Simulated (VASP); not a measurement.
Input:

```yaml
crystal:
  lattice:
    - [0.00000, 2.78895, 2.78895]
    - [2.78895, 0.00000, 2.78895]
    - [2.78895, 2.78895, 0.00000]
  atoms:
    - { symbol: Ga, position: [0.00000, 0.00000, 0.00000] }
    - { symbol: P, position: [0.25000, 0.25000, 0.25000] }
```

These are PBE GGA with D3 dispersion (zero damping), VASP's PBE PAW potentials (set 64) (plane waves; VASP) values and carry that method's errors. Numerical set-up: 520 eV cut-off, 8×8×8 Γ-centred mesh, Gaussian smearing of 0.050 eV, potentials Ga_d P.

Give the stress tensor in GPa (positive for a compressed cell).

```
-4.08   0.00   0.00
 0.00  -4.08   0.00
 0.00   0.00  -4.08
```
The pressure is its mean diagonal, -4.08 GPa.

The compound is GaP in the zinc blende structure. This cell is one point of a volume scan, at 1.06 of the reference volume.
